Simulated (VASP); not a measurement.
Output of a VASP run:

### OSZICAR
```
...
DAV:   5    -0.906711010322E+01    0.24951E-06   -0.49684E-06   672   0.143E-02    0.324E-03
DAV:   6    -0.906711008179E+01    0.21430E-07   -0.15607E-07   488   0.351E-03
   2 F= -.90671101E+01 E0= -.90671101E+01  d E =-.589984E-02
       N       E                     dE             d eps       ncg     rms          rms(c)
DAV:   1    -0.906825126542E+01   -0.11412E-02   -0.21869E+00   580   0.879E+00    0.664E-01
DAV:   2    -0.907612115034E+01   -0.78699E-02   -0.90288E-02   684   0.208E+00    0.232E-01
DAV:   3    -0.907595521998E+01    0.16593E-03   -0.10067E-03   680   0.288E-01    0.184E-01
DAV:   4    -0.907586845331E+01    0.86767E-04   -0.23702E-04   688   0.104E-01    0.879E-02
DAV:   5    -0.907586599602E+01    0.24573E-05   -0.46322E-05   660   0.434E-02    0.105E-02
DAV:   6    -0.907586586315E+01    0.13286E-06   -0.15140E-06   744   0.100E-02    0.576E-03
DAV:   7    -0.907586579551E+01    0.67646E-07   -0.96419E-08   412   0.267E-03
   3 F= -.90758658E+01 E0= -.90758658E+01  d E =-.146556E-01
       N       E                     dE             d eps       ncg     rms          rms(c)
DAV:   1    -0.907584560801E+01    0.20255E-04   -0.41920E-02   576   0.122E+00    0.913E-02
DAV:   2    -0.907599855270E+01   -0.15294E-03   -0.17449E-03   692   0.289E-01    0.329E-02
DAV:   3    -0.907599514836E+01    0.34043E-05   -0.19396E-05   680   0.400E-02    0.259E-02
DAV:   4    -0.907599340731E+01    0.17411E-05   -0.49325E-06   664   0.150E-02    0.122E-02
DAV:   5    -0.907599337608E+01    0.31224E-07   -0.89957E-07   668   0.607E-03
   4 F= -.90759934E+01 E0= -.90759934E+01  d E =-.147831E-01
       N       E                     dE             d eps       ncg     rms          rms(c)
DAV:   1    -0.908367963169E+01   -0.76862E-02   -0.34859E-01   576   0.326E+00    0.361E-01
DAV:   2    -0.908069232472E+01    0.29873E-02   -0.10091E-02   656   0.747E-01    0.164E-01
DAV:   3    -0.907910929008E+01    0.15830E-02   -0.16046E-03   704   0.256E-01    0.837E-02
DAV:   4    -0.907877437259E+01    0.33492E-03   -0.97671E-04   696   0.186E-01    0.191E-02
DAV:   5    -0.907878009789E+01   -0.57253E-05   -0.74624E-05   640   0.546E-02    0.181E-02
DAV:   6    -0.907877958957E+01    0.50831E-06   -0.23090E-06   704   0.110E-02    0.119E-02
DAV:   7    -0.907877955600E+01    0.33572E-07   -0.14008E-06   596   0.839E-03    0.225E-03
DAV:   8    -0.907877946810E+01    0.87899E-07   -0.16947E-07   388   0.296E-03
   5 F= -.90787795E+01 E0= -.90787795E+01  d E =-.278609E-02
       N       E                     dE             d eps       ncg     rms          rms(c)
DAV:   1    -0.909285245588E+01   -0.14073E-01   -0.87042E-01   576   0.515E+00    0.575E-01
DAV:   2    -0.908528488748E+01    0.75676E-02   -0.25127E-02   648   0.118E+00    0.259E-01
DAV:   3    -0.908128510769E+01    0.39998E-02   -0.39830E-03   704   0.403E-01    0.133E-01
DAV:   4    -0.908039931370E+01    0.88579E-03   -0.25499E-03   680   0.301E-01    0.315E-02
DAV:   5    -0.908041504659E+01   -0.15733E-04   -0.19507E-04   644   0.884E-02    0.294E-02
DAV:   6    -0.908041369014E+01    0.13564E-05   -0.59307E-06   700   0.176E-02    0.195E-02
DAV:   7    -0.908041359336E+01    0.96788E-07   -0.37250E-06   600   0.136E-02    0.358E-03
DAV:   8    -0.908041337557E+01    0.21778E-06   -0.45701E-07   672   0.470E-03    0.184E-03
DAV:   9    -0.908041338288E+01   -0.73109E-08   -0.79624E-08   352   0.190E-03
   6 F= -.90804134E+01 E0= -.90804134E+01  d E =-.442001E-02
```

OUTCAR:
```
------------------------ aborting loop because EDIFF is reached ----------------------------------------
  FORCE on cell =-STRESS in cart. coord.  units (eV):
  Direction    XX          YY          ZZ          XY          YZ          ZX
  --------------------------------------------------------------------------------------
  Total       -0.4484655     -0.4484655     -0.4516392      0.0000000      0.0000000     -0.0000000
  in kB       -7.0531291     -7.0531280     -7.1030416      0.0000000      0.0000000     -0.0000000
  external PRESSURE =      -7.0697663 kB  Pullay stress =       0.0000000 kB
  volume of cell :      101.87
      direct lattice vectors                 reciprocal lattice vectors
     2.053134693 -3.556133322 -0.000000000     0.243530053 -0.140602153  0.000000000
     2.053134693  3.556133322  0.000000000     0.243530053  0.140602153  0.000000000
    -0.000000000  0.000000000  6.976415685     0.000000000 -0.000000000  0.143340083
 POSITION                                       TOTAL-FORCE (eV/Angst)
 -----------------------------------------------------------------------------------
      2.05313     -3.55613     -0.00000        -0.000000     -0.000000      0.000000
      2.05313      1.18538      1.65395         0.000000      0.000000      0.001225
      2.05313     -1.18538      5.32246         0.000000      0.000000     -0.001225
 -----------------------------------------------------------------------------------
    total drift:                               -0.000000     -0.000000      0.000000
  FREE ENERGIE OF THE ION-ELECTRON SYSTEM (eV)
  ---------------------------------------------------
  free  energy   TOTEN  =        -9.0804133829 eV

  energy  without entropy=       -9.0804133829  energy(sigma->0) =       -9.08041338

 reached required accuracy - stopping structural energy minimisation
```
(Selected blocks of OUTCAR.)

**POSCAR**
```
MgI2
1
    2.0771604205    -3.5977469734     0.0000000000
    2.0771604205     3.5977469734     0.0000000000
    0.0000000000     0.0000000000     6.8159621616
Mg I
1 2
Direct
  0.0000000000   0.0000000000   1.0000000000
  0.3333330000   0.6666670000   0.2474505819
  0.6666670000   0.3333330000   0.7525494181
```

Write an INCAR and KPOINTS that could have produced this output.

Several could match; the one computed here: the input of the run itself, LDA (Ceperley-Alder, Perdew-Zunger), plane waves, VASP's LDA PAW potentials (set 64).

### INCAR
```
! general
SYSTEM   =  MgI2
PREC     =  Accurate
ENCUT    =  520
LREAL    =  .FALSE.
LASPH    =  .TRUE.

! electronic loop
EDIFF    =  1E-7
NELM     =  100
ALGO     =  Normal
LMAXMIX  =  4

! smearing
ISMEAR   =  0
SIGMA    =  0.05

! ions
IBRION   =  2
NSW      =  30
ISIF     =  4
EDIFFG   =  -0.01

! output
LWAVE    =  .FALSE.
LCHARG   =  .FALSE.
```

KPOINTS:
```
Regular mesh
0
gamma
 6 6 4
0 0 0
```

POTCAR, in this order: Mg I (LDA.64 set). Program: vasp_std.

The compound is MgI2 in the 1T layered structure. This cell is one point of a volume scan, at 1.06 of the reference volume. Symmetry was kept, so distortions that lower it aren't found.
